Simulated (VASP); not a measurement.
Computed with PBEsol GGA, VASP's PBE PAW potentials (set 64) (plane waves; VASP).

The input files of a VASP run:

**POSCAR**
```
SiC
1.0
  0.0000000000   2.1800000000   2.1800000000
  2.1800000000   0.0000000000   2.1800000000
  2.1800000000   2.1800000000   0.0000000000
Si C
1 1
Cart
  0.0000000000   0.0000000000   0.0000000000
  1.0900000000   1.0900000000   1.0900000000
```

### INCAR
```
SYSTEM = SiC
PREC = Accurate
ENCUT = 400
EDIFF = 1E-6
NELM = 100
ALGO = Normal
LREAL = .FALSE.
LASPH = .TRUE.
ISMEAR = -1
SIGMA = 0.01
GGA = PS
LWAVE = .FALSE.
LCHARG = .FALSE.
ISIF = 2
```

### KPOINTS
```
kpoints
0
G
  10 10 10
```

POTCAR, in this order: Si C (PBE.64 set). Program: vasp_std.

Problem. What will the output report for the number of irreducible k-points (NKPTS), largest plane-wave count, number of space-group operations, FFT grid (NGX, NGY, NGZ)?

Solution. 
| Property | Result |
|---|---|
| number of irreducible k-points (NKPTS) | 47 |
| largest plane-wave count | 388 |
| number of space-group operations | 24 |
| FFT grid (NGX, NGY, NGZ) | 20 × 20 × 20 |

The structure is a typed SiC crystal. The cell was not relaxed at this level. The run is one of a series of settings (GGA = PS, POTCAR Si C (PBE.64 set) against the base run), some of them coarse on purpose.
